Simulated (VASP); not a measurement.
# OSiClH in VASP: reference runs

Reference runs on OSiClH: the cell as given.

All numbers are computed with VASP 6.6.1; they aren't measurements. Logs are shortened: lines on timing, memory, paths and dates and some standing lists are left out, and cuts for length are marked.

**1. The molecule as given**

The cell holds a molecule in a box, 4 atoms: a = 12.000 Å, b = 11.000 Å, c = 11.000 Å, α = 90.00°, β = 90.00°, γ = 90.00°.

**2. Single point, PBE**

File INCAR:

```
SYSTEM = SiHClO
PREC = Accurate
ENCUT = 520
EDIFF = 1E-7
ISMEAR = 0
SIGMA = 0.01
LREAL = .False.
LASPH = .True.
NELM = 60
ALGO = Normal
ISIF = 2
LWAVE = .False.
LCHARG = .False.
GGA = PE
NBANDS = 17
```

File KPOINTS:

```
Automatic mesh
0
Gamma
  1 1 1
  0 0 0
```

File POSCAR:

```
SiHClO
1.0
   12.0000000000      0.0000000000      0.0000000000
    0.0000000000     11.0000000000      0.0000000000
    0.0000000000      0.0000000000     11.0000000000
O Si Cl H
1 1 1 1
Direct
    0.3938291700      0.5341681800      0.4810727300
    0.4336291700      0.4214500000      0.5679545500
    0.6083375000      0.4295136400      0.5474454500
    0.4480791700      0.5823681800      0.4382272700
```

Potentials or basis: VASP PAW PBE potentials, release 64 (O, Si, Cl, H).

Command:

```
$ cat potpaw_PBE.64/O/POTCAR potpaw_PBE.64/Si/POTCAR potpaw_PBE.64/Cl/POTCAR potpaw_PBE.64/H/POTCAR > POTCAR
$ mpirun -np 1 vasp_gam > vasp.out
```

OUTCAR:

```text
SYSTEM = SiHClO
   PREC = Accurate
   ENCUT = 520
   EDIFF = 1E-7
   ISMEAR = 0
   LREAL = .False.
   LASPH = .True.
   NELM = 60
   ISIF = 2
   GGA = PE

 ion  position               nearest neighbor table
   1  0.394  0.534  0.481-   4 0.96   2 1.64
   2  0.434  0.421  0.568-   1 1.64   3 2.11
   3  0.608  0.430  0.547-   2 2.11
   4  0.448  0.582  0.438-   1 0.96

  LATTYP: Found a simple tetragonal cell.
 ALAT       =    11.0000000000
 C/A-ratio  =     1.0909090909

  Lattice vectors:

 A1 = (   0.0000000000,  11.0000000000,   0.0000000000)
 A2 = (   0.0000000000,   0.0000000000,  11.0000000000)
 A3 = (  12.0000000000,   0.0000000000,   0.0000000000)

Analysis of symmetry for initial positions (statically):
=====================================================================
 Subroutine PRICEL returns:
 Original cell was already a primitive cell.

 Routine SETGRP: Setting up the symmetry group for a
 simple tetragonal supercell.

 Subroutine GETGRP returns: Found  1 space group operations
 (whereof  1 operations were pure point group operations)
 out of a pool of 16 trial point group operations.

The static configuration has the point symmetry C_1 .

Analysis of symmetry for dynamics (positions and initial velocities):
=====================================================================
 Subroutine PRICEL returns:
 Original cell was already a primitive cell.

 Routine SETGRP: Setting up the symmetry group for a
 simple tetragonal supercell.

 Subroutine GETGRP returns: Found  1 space group operations
 (whereof  1 operations were pure point group operations)
 out of a pool of 16 trial point group operations.

The dynamic configuration has the point symmetry C_1 .

 Subroutine INISYM returns: Found  1 space group operations
 (whereof  1 operations are pure point group operations),
 and found     1 'primitive' translations

----------------------------------------------------------------------------------------

                                     Primitive cell

  volume of cell :    1452.0000

  direct lattice vectors                    reciprocal lattice vectors
    12.000000000  0.000000000  0.000000000     0.083333333  0.000000000  0.000000000
[... 63 lines left out ...]
   LASPH  =      T    aspherical Exc in radial PAW
   ENCUT  =  520.0 eV  38.22 Ry    6.18 a.u.  22.31 20.45 20.45*2*pi/ulx,y,z
   NELM   =     60;   NELMIN=  2; NELMDL= -5     # of ELM steps
   EDIFF  = 0.1E-06   stopping-criterion for ELM
   LREAL  =      F    real-space projection
   EDIFFG = 0.1E-05   stopping-criterion for IOM
   NSW    =      0    number of steps for IOM
   IBRION =     -1    ionic relax: 0-MD 1-quasi-New 2-CG
   NFREE  =      0    steps in history (QN), initial steepest desc. (CG)
   ISIF   =      2    stress and relaxation
   ISYM   =      2    0-nonsym 1-usesym 2-fastsym
   POTIM  = 0.5000    time-step for ionic-motion
   TEBEG  =    0.0;   TEEND  =   0.0 temperature during run
   PSTRESS=    0.0 pullay stress
   NELECT =      18.0000    total number of electrons
   NUPDOWN=      -1.0000    fix difference up-down
   EMIN   =  10.00;   EMAX   =-10.00  energy-range for DOS
   EFERMI =   0.00;   METHOD = LEGACY
   ISMEAR =     0;   SIGMA  =   0.01  broadening in eV -4-tet -1-fermi 0-gaus
   EFERMI_NEDOS =   21; number of points for ismear=-14 and -15
   IALGO  =     38    algorithm
   IMIX   =      4    mixing-type and parameters
     AMIX     =   0.40;   BMIX     =  1.00
     AMIX_MAG =   1.60;   BMIX_MAG =  1.00
  volume/ion in A,a.u.               =     363.00      2449.64
  Fermi-wavevector in a.u.,A,eV,Ry     =   0.378887  0.715993  1.953193  0.143556
  Thomas-Fermi vector in A             =   1.312529
   LORBIT       =      0    0 simple, 1 ext, 2 COOP (PROOUT), +10 PAW based schemes
   GGA     = PE    functional components
   LHFCALC =     F    Hartree Fock is set to
   AEXX    =    0.0000 exact exchange contribution
   IVDW    =     0    specifies the selected vdW correction
   LEPSILON=     F    determine dielectric tensor
   LRPA    =     F    only Hartree local field effects (RPA)
 non-spin polarized calculation
 Gauss-broadening in eV      SIGMA  =   0.01
  energy-cutoff  :      520.00
  volume of cell :     1452.00
 maximum number of plane-waves:     19579
 NGX is ok and might be reduce to    90
   NGX = 45   NGY = 41   NGZ = 41

 number of electron      17.9999998 magnetization

 Free energy of the ion-electron system (eV)
  ---------------------------------------------------
  ext. energy  EPLUGINS =         0.00000000
  ---------------------------------------------------
  free energy    TOTEN  =       -19.00063880 eV

  energy without entropy =      -19.00063880  energy(sigma->0) =      -19.00063880

 E-fermi :  -6.1782     XC(G=0):  -0.8842

 val. band max:       -6.2798845605   @ k =   0.0000   0.0000   0.0000
 cond. band min:      -2.5732300264   @ k =   0.0000   0.0000   0.0000
 fundamental gap:      3.7066545341
 Fermi energy:        -6.1781584569

 k-point     1 :       0.0000    0.0000    0.0000
  band No.  band energies     occupation
      1     -25.5621      2.00000
      2     -20.2512      2.00000
      3     -14.0247      2.00000
      4     -11.0479      2.00000
      5      -9.0392      2.00000
      6      -8.9679      2.00000
[... 9 lines left out ...]
     16       0.9879      0.00000
     17       1.0551      0.00000

------------------------ aborting loop because EDIFF is reached ----------------------------------------

  FORCE on cell =-STRESS in cart. coord.  units (eV):
  Direction    XX          YY          ZZ          XY          YZ          ZX
  --------------------------------------------------------------------------------------
  -------------------------------------------------------------------------------------
  Total        0.7784358      0.6412383      0.3912836     -0.0271421     -0.5544755     -0.0400370
  in kB        0.8589478      0.7075602      0.4317532     -0.0299493     -0.6118237     -0.0441779
  external PRESSURE =       0.6660871 kB  Pullay stress =       0.0000000 kB

 VOLUME and BASIS-vectors are now :
 -----------------------------------------------------------------------------
  energy-cutoff  :      520.00
  volume of cell :     1452.00
      direct lattice vectors                 reciprocal lattice vectors
    12.000000000  0.000000000  0.000000000     0.083333333  0.000000000  0.000000000
     0.000000000 11.000000000  0.000000000     0.000000000  0.090909091  0.000000000
     0.000000000  0.000000000 11.000000000     0.000000000  0.000000000  0.090909091

 POSITION                                       TOTAL-FORCE (eV/Angst)
 -----------------------------------------------------------------------------------
      4.72595      5.87585      5.29180        -0.560005      0.063298     -0.009121
      5.20355      4.63595      6.24750        -0.045397     -0.385924      0.311451
      7.30005      4.72465      6.02190         0.240578     -0.028295      0.004814
      5.37695      6.40605      4.82050         0.364824      0.350921     -0.307144
 -----------------------------------------------------------------------------------
    total drift:                               -0.000580      0.000088      0.000072

  FREE ENERGIE OF THE ION-ELECTRON SYSTEM (eV)
  ---------------------------------------------------
  free  energy   TOTEN  =       -19.0006388046 eV

  energy  without entropy=      -19.0006388046  energy(sigma->0) =      -19.00063880
```

OSZICAR:

```text
N       E                     dE             d eps       ncg     rms          rms(c)
DAV:   1     0.211378292401E+03    0.21138E+03   -0.38208E+03    34   0.602E+02
DAV:   2     0.612572977116E+02   -0.15012E+03   -0.12677E+03    51   0.109E+02
DAV:   3    -0.164313030231E+02   -0.77689E+02   -0.77232E+02    43   0.102E+02
[... 18 lines left out ...]
DAV:  22    -0.190006372489E+02   -0.41160E-05   -0.28605E-07    44   0.153E-03    0.232E-04
DAV:  23    -0.190006382122E+02   -0.96324E-06   -0.46326E-08    44   0.643E-04    0.114E-04
DAV:  24    -0.190006385323E+02   -0.32007E-06   -0.13022E-08    28   0.435E-04    0.664E-05
DAV:  25    -0.190006387342E+02   -0.20194E-06   -0.13632E-08    28   0.374E-04    0.900E-05
DAV:  26    -0.190006388046E+02   -0.70353E-07   -0.23682E-09    36   0.261E-04
   1 F= -.19000639E+02 E0= -.19000639E+02  d E =-.645302E-47
```

It took 3.1 min on 1 thread of Intel Xeon Platinum 8259CL at 2.50GHz (Skylake/Cascade Lake), shared host; peak memory 1 GiB.

What came out:

```
Free energy                     : -19.0006 eV
Largest force                   : 0.592 eV/Å
Gap between the frontier levels : 3.71 eV
```

Forces in eV/Å, atoms in the order of the input:
```
O   -0.560  0.063 -0.009
Si  -0.045 -0.386  0.311
Cl   0.241 -0.028  0.005
H    0.365  0.351 -0.307
```

Levels at points of the mesh, in eV from the valence-band top:
```tsv
k point	band 6	band 7	band 8	band 9	band 10	band 11	band 12	band 13
(0.00, 0.00, 0.00)	-2.69	-1.54	-1.32	0.00	3.71	5.60	5.94	6.48
```
